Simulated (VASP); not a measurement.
# SrO: structure and properties in VASP

What structure does SrO take at this level, and what are its properties? The steps: full relaxation (PBE + D3(BJ)), second relaxation, single point with fields (PBE + D3(BJ)), bands along the symmetry lines (PBE + D3(BJ)), total and projected DOS (PBE + D3(BJ)), dielectric tensor and Born charges (PBE + D3(BJ)) and electric field gradients (PBE + D3(BJ)). The start is a cell from a database of measured crystal structures.

Program: VASP 6.6.1. Level of theory: PBE with D3(BJ); plane waves and PAW (Sr_sv, O). Results are calculated unless marked as measured.

Most raw output is cut from this account.

The database entry behind the starting cell differs from later determinations by our own check (about 0.5 % short), so it need not match the best structure at ambient conditions.

### Step 1. The starting structure

Before any relaxation, the start is as follows. It takes space group Fm-3m (No. 225, cubic). Conventional cell: a = 5.133 Å, b = 5.133 Å, c = 5.133 Å, α = 90.00°, β = 90.00°, γ = 90.00°. Nearest to Sr lie 6 O at 2.57 Å. O has 6 Sr at 2.57 Å nearest. Farther neighbours and most contacts between anions are not listed.

### Step 2. Full relaxation (PBE + D3(BJ))

The start need not lie at this functional's minimum. ISIF = 3 frees volume, shape and positions, and EDIFFG sets the threshold on forces and stress at which the search stops. PBE, the usual starting point, adds the gradient of the density. A dispersion term adds the long-range attraction that semilocal functionals lack. D3 with Becke-Johnson damping keeps a finite attraction at short range.

File INCAR:

```
SYSTEM = SrO
PREC = Accurate
ENCUT = 520
EDIFF = 1E-06
NELM = 100
ISMEAR = 0
SIGMA = 0.05
LREAL = .FALSE.
ALGO = Normal
GGA = PE
IVDW = 12
NBANDS = 14
LORBIT = 11
LWAVE = .FALSE.
LCHARG = .FALSE.
KPAR = 2
IBRION = 2
NSW = 60
ISIF = 3
EDIFFG = -0.01
```

File POSCAR:

```
SrO
1.0
    0.0000000000      2.5663000000      2.5663000000
    2.5663000000      0.0000000000      2.5663000000
    2.5663000000      2.5663000000      0.0000000000
Sr O
1 1
Direct
    0.5000000000      0.5000000000      0.5000000000
    0.0000000000      0.0000000000      0.0000000000
```

File KPOINTS:

```
Automatic mesh
0
Gamma
8 8 8
0 0 0
```

PAW data sets: Sr_sv and O (PBE family, release 64).

The run is started by

```sh
$ mpirun -np 2 vasp_std
```

Run time: 18 s. Hardware: 2 MPI ranks of AMD EPYC 7R43, shared host; peak memory 0.29 GiB.

The gap is read on the k-mesh alone, so it is an upper bound where the band edges lie off the mesh. The run keeps the 48 symmetry operations of its start, so it cannot find a distortion of lower symmetry.

The steps of the relaxation:

```csv
step,energy less that of the first step (eV),largest force (eV/Å),pressure (GPa),volume (Å³)
1,0.0000,0.0000,1.49,33.80
2,-0.0020,0.0000,-0.59,34.58
3,-0.0025,0.0000,0.00,34.34
```

```csv
"conventional cell, symmetrised",before,after,change
a (Å),5.133,5.160,+0.5 %
b (Å),5.133,5.160,+0.5 %
c (Å),5.133,5.160,+0.5 %
volume (Å³/atom),16.90,17.17,+1.6 %
```

The relaxed structure:

```xyz
2
Lattice="0.0000 2.5799 2.5799 2.5799 0.0000 2.5799 2.5799 2.5799 0.0000" Properties=species:S:1:pos:R:3 pbc="T T T"
Sr    2.5799    2.5799    2.5799
O     0.0000    0.0000    0.0000
```

Numbers from this step:

- electrons: 16
- bands: 14
- irreducible k-points: 29
- symmetry operations: 48
- free energy (TOTEN): -12.53 eV
- Fermi energy: 1.817 eV
- pressure: -0.002039 GPa
- metallic: no
- valence top at k: 0, 0, 0
- conduction bottom at k: 0.5, 0.5, 0
- least direct gap at k: 0.5, 0.5, 0
- SCF cycles over all ionic steps: 27
- gap on the k-mesh: 3.271 eV
- least direct gap on the k-mesh: 3.365 eV

It ends with forces that vanish by symmetry and a pressure of 0.00 GPa. The volume lies +1.6 % from that of the database's start.

### Step 3. Second relaxation

A relaxation keeps the plane waves of the cell it began with, so it is repeated from the new cell, on a basis made for it.

INCAR is that of step 2.

File POSCAR:

```
SrO
1.0
    0.0000000000      2.5799009295      2.5799009295
    2.5799009295      0.0000000000      2.5799009295
    2.5799009295      2.5799009295      0.0000000000
Sr O
1 1
Direct
    0.5000000000      0.5000000000      0.5000000000
    0.0000000000      0.0000000000      0.0000000000
```

KPOINTS is that of step 2.

The run is started by

```sh
$ mpirun -np 2 vasp_std
```

Wall time 8.4 s (2 MPI ranks); peak memory 0.28 GiB; 16 s of CPU time.

Little changed from the start: no atom moved by 0.005 Å and no cell edge by 0.1 %.

This step gave:

```
pressure                        : 0.01131 GPa
SCF cycles over all ionic steps : 13
gap on the k-mesh               : 3.270 eV
```

It ends with forces that vanish by symmetry and a pressure of 0.01 GPa. The volume moved by under 0.01 %: the run met its threshold at the first step.

### Step 4. Single point with fields (PBE + D3(BJ))

A single point on the relaxed cell gives a clean self-consistent state, with density, ELF and potential written out.

Edit INCAR of step 3 so:

```diff
@@ -14,7 +14,5 @@
 LWAVE = .FALSE.
-LCHARG = .FALSE.
-KPAR = 2
-IBRION = 2
-NSW = 60
-ISIF = 3
-EDIFFG = -0.01
+LCHARG = .TRUE.
+ISIF = 2
+LELF = .TRUE.
+LVHAR = .TRUE.
```

POSCAR is that of step 3.

KPOINTS is that of step 3.

The run is started by

```sh
$ mpirun -np 2 vasp_std
```

The job ended after 9.2 s (2 MPI ranks; peak memory 0.22 GiB; 17 s of CPU time).

Numbers from this step:

```yaml
scf_cycles: 13
```

Valence electrons inside each PAW sphere by angular momentum. Sphere charges, by row:

```csv
atom,s (e),p (e),d (e),tot (e)
Sr1,2.016,5.812,0.254,8.082
O2,1.552,3.419,0,4.971
```

ELF in the ac plane of the conventional cell at fractional y = 0.000, with atoms of Sr and O within 0.2 Å of it. It is the smooth field of the valence electrons, not physical close to the nuclei.

Values, 14 rows by 14 columns, each cell a mean:
```
0.66 0.80 0.64 0.18 0.47 0.79 0.70 0.65 0.78 0.70 0.19 0.42 0.78 0.72
0.79 0.76 0.53 0.13 0.30 0.70 0.79 0.80 0.78 0.51 0.11 0.34 0.69 0.78
0.43 0.38 0.24 0.07 0.09 0.30 0.47 0.51 0.39 0.16 0.05 0.17 0.34 0.42
0.22 0.16 0.08 0.04 0.07 0.13 0.18 0.19 0.16 0.10 0.04 0.05 0.11 0.19
0.72 0.62 0.32 0.08 0.24 0.53 0.64 0.66 0.59 0.40 0.10 0.16 0.51 0.70
0.76 0.80 0.62 0.16 0.38 0.76 0.80 0.78 0.80 0.59 0.16 0.39 0.78 0.78
0.58 0.76 0.72 0.22 0.43 0.79 0.66 0.53 0.78 0.66 0.19 0.51 0.80 0.65
0.65 0.78 0.70 0.19 0.42 0.78 0.72 0.66 0.80 0.64 0.18 0.47 0.79 0.70
0.80 0.78 0.51 0.11 0.34 0.69 0.78 0.79 0.76 0.53 0.13 0.30 0.70 0.79
0.51 0.39 0.16 0.05 0.17 0.34 0.42 0.43 0.38 0.24 0.07 0.09 0.30 0.47
0.19 0.16 0.10 0.04 0.05 0.11 0.19 0.22 0.16 0.08 0.04 0.07 0.13 0.18
0.66 0.59 0.40 0.10 0.16 0.51 0.70 0.72 0.62 0.32 0.08 0.24 0.53 0.64
0.78 0.80 0.59 0.16 0.39 0.78 0.78 0.76 0.80 0.62 0.16 0.38 0.76 0.80
0.53 0.78 0.66 0.19 0.51 0.80 0.65 0.58 0.76 0.72 0.22 0.43 0.79 0.66
```
Columns run along a (5.2 Å), rows up along c (5.2 Å), edges of the conventional cell, whose origin can differ from the input's. Atoms in or near the plane, at fractional coordinates: Sr at (0.50, 0.00), Sr at (0.00, 0.50), O at (0.00, 0.00), O at (0.50, 0.50).

Valence density in the ac plane of the conventional cell at fractional y = 0.000, with atoms of Sr and O within 0.2 Å of it. It is the smooth field of the valence electrons, not physical close to the nuclei.

Ten even steps from '_' (0.1 e/Å³) to '@' (6.9 e/Å³), each cell a mean:
```
%%--______::====--..____..**
::..______..::::..________..
____________________________
____________________________
..________________________..
--::______..--==::______..--
==--..____::%%@@==______::==
==--..____..**%%--______::==
::..________..::..______..::
____________________________
____________________________
____________....____________
==::______..----::______..--
@@==______::====--..____::%%
```
Columns run along a (5.2 Å), rows up along c (5.2 Å), edges of the conventional cell, whose origin can differ from the input's. Atoms in or near the plane, at fractional coordinates: Sr at (0.50, 0.00), Sr at (0.00, 0.50), O at (0.00, 0.00), O at (0.50, 0.50).

Electrostatic potential energy in the ac plane of the conventional cell at fractional y = 0.000, with atoms of Sr and O within 0.2 Å of it. With pseudopotentials it is smooth inside the atoms' cores, unlike the true potential.

Ten even steps from '_' (-47 eV) to '@' (4 eV), each cell a mean:
```
__==@@@@##**====++##%%@@##..
**@@@@@@%%##******##@@@@@@##
@@@@@@@@@@%%####%%%%@@@@@@@@
%%@@@@@@@@@@@@@@@@@@@@@@@@%%
####%%@@@@@@@@@@@@@@@@%%####
++**##@@@@@@==--##@@@@%%**++
==++##%%@@**____--@@@@##**==
==++##%%@@##..__==@@@@##**==
****##@@@@@@##**@@@@@@%%##**
##%%%%@@@@@@@@@@@@@@@@@@%%##
@@@@@@@@@@@@%%%%@@@@@@@@@@@@
@@@@@@@@%%########%%@@@@@@@@
--##@@@@%%**++++**##@@@@@@==
__--@@@@##**====++##%%@@**__
```
Columns run along a (5.2 Å; values clipped at the 3rd and 97th percentile), rows up along c (5.2 Å), edges of the conventional cell, whose origin can differ from the input's. Atoms in or near the plane, at fractional coordinates: Sr at (0.50, 0.00), Sr at (0.00, 0.50), O at (0.00, 0.00), O at (0.50, 0.50).

In this run the pressure is 0.01 GPa, small enough to go on.

### Step 5. Bands along the symmetry lines (PBE + D3(BJ))

Levels along the symmetry lines show where the bands peak and cross; KPOINTS_OPT computes them in the converged potential.

File INCAR:

```
SYSTEM = SrO
PREC = Accurate
ENCUT = 520
EDIFF = 1E-06
NELM = 100
ISMEAR = 0
SIGMA = 0.05
LREAL = .FALSE.
ALGO = Normal
GGA = PE
IVDW = 12
NBANDS = 20
LORBIT = 11
LWAVE = .FALSE.
LCHARG = .FALSE.
KPAR = 2
```

POSCAR is that of step 4.

KPOINTS is that of step 4.

File KPOINTS_OPT:

```
Line mode
16
Line-mode
Reciprocal
  0.00000000   0.00000000   0.00000000 GAMMA
  0.50000000   0.00000000   0.50000000 X

  0.50000000   0.00000000   0.50000000 X
  0.50000000   0.25000000   0.75000000 W

  0.50000000   0.25000000   0.75000000 W
  0.37500000   0.37500000   0.75000000 K

  0.37500000   0.37500000   0.75000000 K
  0.00000000   0.00000000   0.00000000 GAMMA

  0.00000000   0.00000000   0.00000000 GAMMA
  0.50000000   0.50000000   0.50000000 L

  0.50000000   0.50000000   0.50000000 L
  0.62500000   0.25000000   0.62500000 U

  0.62500000   0.25000000   0.62500000 U
  0.50000000   0.25000000   0.75000000 W

  0.50000000   0.25000000   0.75000000 W
  0.50000000   0.50000000   0.50000000 L

  0.50000000   0.50000000   0.50000000 L
  0.37500000   0.37500000   0.75000000 K

  0.62500000   0.25000000   0.62500000 U
  0.50000000   0.00000000   0.50000000 X
```

The run is started by

```sh
$ mpirun -np 2 vasp_std
```

Elapsed: 39 s, on 2 MPI ranks; peak memory 0.31 GiB; 75 s of CPU time.

Numbers from this step:

- bands: 20
- Fermi energy: 1.845 eV
- pressure: 0.02219 GPa
- least gap on mesh and path: 3.270 eV
- least direct gap on mesh and path: 3.365 eV

Electronic bands along the path, in eV, zero at the valence-band top; v1 is the highest filled band, c1 the lowest empty one:

```csv
point,v3,v2,v1,c1,c2,c3,c4
Γ,0.00,0.00,0.00,3.91,6.19,6.19,6.19
0.53 of the way,-1.32,-0.15,-0.15,4.24,6.07,8.68,8.68
X,-0.45,-0.10,-0.10,3.27,7.73,10.11,10.29
0.53 of the way,-0.68,-0.47,-0.28,4.18,8.16,8.24,10.67
W,-1.11,-0.45,-0.45,5.99,5.99,8.54,11.02
0.53 of the way,-1.03,-0.50,-0.48,5.05,7.22,8.59,10.58
K,-0.95,-0.57,-0.49,4.77,7.86,8.66,10.09
0.47 of the way,-1.57,-0.93,-0.34,5.82,6.56,7.53,8.42
Γ,0.00,0.00,0.00,3.91,6.19,6.19,6.19
0.53 of the way,-1.37,-0.67,-0.67,5.99,6.35,7.44,7.44
L,-2.15,-1.12,-1.12,6.51,8.37,8.79,8.79
0.47 of the way,-1.72,-0.96,-0.87,6.28,7.17,9.09,9.37
U,-0.95,-0.57,-0.49,4.77,7.86,8.66,10.09
0.47 of the way,-1.03,-0.50,-0.48,5.05,7.22,8.59,10.58
W,-1.11,-0.45,-0.45,5.99,5.99,8.54,11.02
0.47 of the way,-1.51,-0.82,-0.75,6.30,6.60,9.16,9.53
L,-2.15,-1.12,-1.12,6.51,8.37,8.79,8.79
0.53 of the way,-1.62,-0.91,-0.81,6.13,7.13,9.19,9.30
K,-0.95,-0.57,-0.49,4.77,7.86,8.66,10.09
jump to U,-0.95,-0.57,-0.49,4.77,7.86,8.66,10.09
0.53 of the way,-0.46,-0.34,-0.22,3.64,8.00,9.21,10.33
X,-0.45,-0.10,-0.10,3.27,7.73,10.11,10.29
```

Of the projections kept (Sr, O), the largest for each band there; the rest of the weight can lie on other orbitals:

```csv
point,v3,v2,v1,c1,c2,c3,c4
Γ,O 0.98,O 0.98,O 0.98,Sr 0.62,Sr 1.00,Sr 1.00,Sr 1.00
X,O 0.84,O 0.93,O 0.93,Sr 1.00,Sr 0.82,Sr 1.00,O 0.54
W,O 0.89,O 0.85,O 0.85,Sr 0.78,Sr 0.78,Sr 0.87,Sr 1.00
K,O 0.87,O 0.90,O 0.84,Sr 0.82,Sr 0.72,Sr 0.82,Sr 1.00
Γ,O 0.98,O 0.98,O 0.98,Sr 0.62,Sr 1.00,Sr 1.00,Sr 1.00
L,O 0.82,O 0.86,O 0.86,Sr 0.52,Sr 0.88,Sr 0.86,Sr 0.86
```

The path finds the gap of the mesh within 0.02 eV, so the mesh comes close to both band edges.

### Step 6. Total and projected DOS (PBE + D3(BJ))

Here the states are counted by energy and projected on the atoms. The mesh is finer than in the run before.

Edit INCAR of step 5 so:

```diff
@@ -5,3 +5,3 @@
 NELM = 100
-ISMEAR = 0
+ISMEAR = -5
 SIGMA = 0.05
@@ -16 +16,2 @@
 KPAR = 2
+NEDOS = 2001
```

POSCAR is that of step 5.

File KPOINTS:

```
Automatic mesh
0
Gamma
11 11 11
0 0 0
```

The run is started by

```sh
$ mpirun -np 2 vasp_std
```

Wall time 19 s (2 MPI ranks); peak memory 0.3 GiB.

This step gave:

* irreducible k-points: 56
* Fermi energy: 1.641 eV
* pressure: 0.01887 GPa
* conduction bottom at k: 0.4545, 0.4545, 0
* least direct gap at k: 0.4545, 0.4545, 0
* gap on the k-mesh: 3.309 eV
* least direct gap on the k-mesh: 3.409 eV

The density of states has structure finer than the step of the table below, so its rows give means over 1 eV, whole bins alone (the curve runs from -12.0 to 11.2 eV). Peaks (eV: height): total -0.5: 6.85, 6.9: 2.03, 8.8: 3.79; O p -0.5: 4.01; Sr d -0.9: 0.298, 5.7: 0.525, 8.8: 2.08, 10.8: 1.52; Sr p -0.5: 0.363, 7.2: 0.108, 9.0: 0.0895; Sr s -1.6: 0.0716, 6.9: 0.0654, 8.8: 0.0209.

States under -12.0 eV and over 11.2 eV are left out. The density of states by energy, zero at the valence-band top; means over each step; values in states/eV/cell:

```csv
energy (eV),total,O p,Sr d,Sr p,Sr s,O s
-3,0,0,0,0,0,0
-2,0.656,0.313,0.0267,0.00773,0.0239,7.4e-4
-1,3.78,2.13,0.177,0.107,0.0297,0.00292
0,1.56,0.964,0.0358,0.0609,9.8e-4,4.3e-4
1,0,0,0,0,0,0
2,0,0,0,0,0,0
3,0.0121,1.7e-4,0.00466,0,0,0
4,0.305,0.0118,0.111,0.00107,0.00246,0.00153
5,0.733,0.0536,0.246,0.00814,0.0143,0.00878
6,1.32,0.166,0.415,0.0255,0.0310,0.0180
7,1.62,0.172,0.485,0.0788,0.0500,0.0371
8,1.04,0.0560,0.502,0.0265,0.0114,0.0203
9,2.49,0.143,1.39,0.0605,0.0105,0.0636
10,1.33,0.0857,0.872,0.0177,0.00109,9.7e-4
```

The gap on this mesh is 3.31 eV. In the top eV of the valence band the largest shares in the PAW spheres are O p 59 %; in the lowest eV of the conduction band, Sr d 37 %. The rest lies in smaller channels or between the spheres.

### Step 7. Dielectric tensor and Born charges (PBE + D3(BJ))

The response to a static field gives the electronic dielectric tensor and the Born charges. It needs tightly converged orbitals, hence the small EDIFF.

File INCAR:

```
SYSTEM = SrO
PREC = Accurate
ENCUT = 520
EDIFF = 1E-08
NELM = 100
ISMEAR = 0
SIGMA = 0.01
LREAL = .FALSE.
ALGO = Normal
GGA = PE
IVDW = 12
NBANDS = 14
LORBIT = 11
LWAVE = .FALSE.
LCHARG = .FALSE.
KPAR = 2
LEPSILON = .TRUE.
```

POSCAR is that of step 6.

KPOINTS is that of step 6.

The run is started by

```sh
$ mpirun -np 2 vasp_std
```

Run time: 5.8 min. Hardware: 2 MPI ranks; peak memory 0.56 GiB; 12 min of CPU time.

Energies printed during the response cycles are not total energies of the cell.

Numbers from this step:

```
bands        : 14
Fermi energy : 1.723 eV
pressure     : 0.009648 GPa
```

Electronic dielectric tensor with local fields:

```
3.81 0.00 0.00
0.00 3.81 0.00
0.00 0.00 3.81
```

Born effective charge (e), principal values of the symmetric part by kind of site:

```csv
atom,atoms with these values,low,middle,high,mean
Sr1,1,2.45,2.45,2.45,2.45
O2,1,-2.45,-2.45,-2.45,-2.45
```

In full for O2:

```
-2.45  0.00  0.00
 0.00 -2.45  0.00
 0.00  0.00 -2.45
```

The Born charges sum to zero; the printed set may have that rule imposed, so this is no test. The mean Born charge of O, -2.45 e, exceeds its nominal -2, the mark of charge that flows along bonds as atoms move.

### Step 8. Electric field gradients (PBE + D3(BJ))

Field gradients probe how far the charge around each nucleus departs from cubic symmetry; LASPH keeps the non-spherical terms inside the spheres.

File INCAR:

```
SYSTEM = SrO
PREC = Accurate
ENCUT = 520
EDIFF = 1E-07
NELM = 100
ISMEAR = 0
SIGMA = 0.05
LREAL = .FALSE.
ALGO = Normal
GGA = PE
IVDW = 12
NBANDS = 14
LORBIT = 11
LWAVE = .FALSE.
LCHARG = .FALSE.
KPAR = 2
LEFG = .TRUE.
LASPH = .TRUE.
```

POSCAR is that of step 7.

File KPOINTS:

```
Automatic mesh
0
Gamma
8 8 8
0 0 0
```

The run is started by

```sh
$ mpirun -np 2 vasp_std
```

Elapsed: 12 s, on 2 MPI ranks; peak memory 0.27 GiB.

This step gave:

```yaml
scf_cycles: 15
irreducible_k_points: 29
fermi_energy: 1.817 eV
pressure: 0.01041 GPa
conduction_bottom_at_k: 0.5, 0.5, 0
least_direct_gap_at_k: 0.5, 0.5, 0
gap_on_the_k_mesh: 3.271 eV
least_direct_gap_on_the_k_mesh: 3.366 eV
```

Electric field gradients, by row:

```csv
atom,Vxx (V/Å²),Vyy (V/Å²),Vzz (V/Å²),asymmetry
Sr1,0,0,0,-
O2,0,0,-0.001,-
```

All gradients vanish within the noise.

The run ends at a pressure of 0.01 GPa.

### Step 9. What came out

- relaxed volume: 17.17 Å³/atom
- relaxed conventional cell a, b, c: 5.160, 5.160, 5.160 Å
- space group after relaxing, within 0.02 Å: Fm-3m (No. 225)
- band gap: 3.27 eV, indirect (least direct gap of that run 3.37 eV)
- gap among the points of the DOS mesh alone, an upper bound: 3.31 eV
- electronic dielectric constant, mean: 3.81
- largest field gradient Vzz: zero within the noise on all sites

What this shows: With PBE + D3(BJ), SrO relaxes to 17.17 Å³/atom in space group Fm-3m (held by the symmetry of the run) and has an indirect gap of 3.27 eV. Against the listed cell the volume lies +1.6 %. Bands along the symmetry lines (PBE + D3(BJ)): The path shows an indirect gap of 3.27 eV (valence top at Γ, conduction bottom at X). The least direct gap is 3.37 eV. Dielectric tensor and Born charges (PBE + D3(BJ)): The electronic dielectric tensor with local fields is isotropic, 3.81. Dielectric tensor and Born charges (PBE + D3(BJ)): Mean Born effective charge: Sr1 2.45, O2 -2.45 e. Semilocal functionals usually underestimate gaps. Spin-orbit coupling is left out; it would split some degenerate bands. No search among competing phases was made, and a listed structure need not be the one stable at ambient conditions. All values are for a static lattice at zero temperature.

[Lines on the potential files, build, host, timing and source positions are cut from VASP's logs without a mark.]

[Logs are printed without paths, hosts, clocks, repeated set-up lines and the standing remarks that a program may print on its own settings, such as how far it seeks lower states.]

[Hosts, paths, dates, database ids (printed as entryN), source tags and the programs' standing remarks are cut or masked in the printed files.]

[A measured line is paired with the nearest computed mode of its activity, which favours agreement.]
